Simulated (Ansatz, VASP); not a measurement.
# One calculation of CrN2, two programs

The input INCAR:

```
  PREC = Accurate
  ENCUT = 520
  EDIFF = 1E-7
  ISMEAR = -1
  SIGMA = 0.05
  LREAL = F
  LASPH = T
  NELM = 150
  ALGO = Normal
  ISIF = 2
  LWAVE = F
  LCHARG = F
  ISPIN = 2
  MAGMOM = 3 3 0 0 0 0
  LORBIT = 11
  LMAXMIX = 4
  GGA = PE
  NBANDS = 35
```

KPOINTS

```
Automatic mesh
0
Gamma
  7 6 10
```

POSCAR

```
CrN2
1.0
    3.9276263954      0.0000000000      0.0000000000
    0.0000000000      4.8413640011      0.0000000000
    0.0000000000      0.0000000000      2.8026087493
Cr N
2 4
Direct
    0.0000000000      0.0000000000      0.0000000000
    0.5000000000      0.5000000000      0.5000000000
    0.8661700000      0.5887750000      0.0000000000
    0.1338300000      0.4112250000      0.0000000000
    0.3661700000      0.9112250000      0.5000000000
    0.6338300000      0.0887750000      0.5000000000
```

The input input.yaml:

```yaml
crystal:
  lattice:
    - [3.9276263954, 0.0, 0.0]
    - [0.0, 4.8413640011, 0.0]
    - [0.0, 0.0, 2.8026087493]
  atoms:
    - { symbol: Cr, position: [0.0, 0.0, 0.0], spin: 3.0 }
    - { symbol: Cr, position: [0.5, 0.5, 0.5], spin: 3.0 }
    - { symbol: "N", position: [0.86617, 0.588775, 0.0] }
    - { symbol: "N", position: [0.13383, 0.411225, 0.0] }
    - { symbol: "N", position: [0.36617, 0.911225, 0.5] }
    - { symbol: "N", position: [0.63383, 0.088775, 0.5] }
hamiltonian:
  xc: pbe
  pseudopotentials: { kind: paw }
magnetization:
  spin_polarized: true
kpoints:
  mp_grid: { grid: [7, 6, 10] }
scf:
  occupations: { method: fermi_dirac, width: 0.05 }
output:
  forces: true
  stress: true
  eigenvalues: true
  write_density: true
  write_potential: true
  elf: true
  volumetric_format: npy
```

Change from the starting cell: volume scaled by 1.02.

Alike in both runs: task single point; functional PBE; k mesh 7 × 6 × 10; occupations fermi-dirac, width 0.05 eV; collinear spin, ferromagnetic start.

|  | VASP | Ansatz |
| --- | --- | --- |
| version | VASP 6.6.1 | Ansatz 0.2.0 |
| potentials or method | VASP PAW PBE potentials, release 64 (Cr_pv, N) | Ansatz PAW |
| plane-wave cutoff (eV) | 520 | 420 |
| valence electrons in the cell | 44 | 48 |

|  | VASP | Ansatz | Ansatz less VASP |
| --- | --- | --- | --- |
| gap on the k mesh at the Fermi level (eV) | none | none | - |
| pressure (GPa) | -5.5 | -5.9 | -0.32 |
| largest component of the traceless stress (GPa) | 2.49 | 2.65 | +0.160 |
| rms of the force components (eV/Å) | 0.066 | 0.074 | +0.0082 |
| net moment per atom (μB) | 0.71 | 0.71 | 0.000 |
| size of the moment on the site where the two differ most (μB) | 2.25 | 1.93 | -0.321 |

Site moments also hang on the region over which each program counts them. Atom by atom the forces differ by 0.008 eV/Å (rms over components). A gap of «none» marks a metal or a gap that the smearing closes. The functional is the same, so the differences come from potentials, cutoffs and numerics. The two sets of potentials don't hold the same shells in valence.

Caveats: only a ferromagnetic start was run, and an antiferromagnetic order may lie lower in energy; the pressure holds a Pulay correction of +0.7 GPa for the finite cutoff (Ansatz).
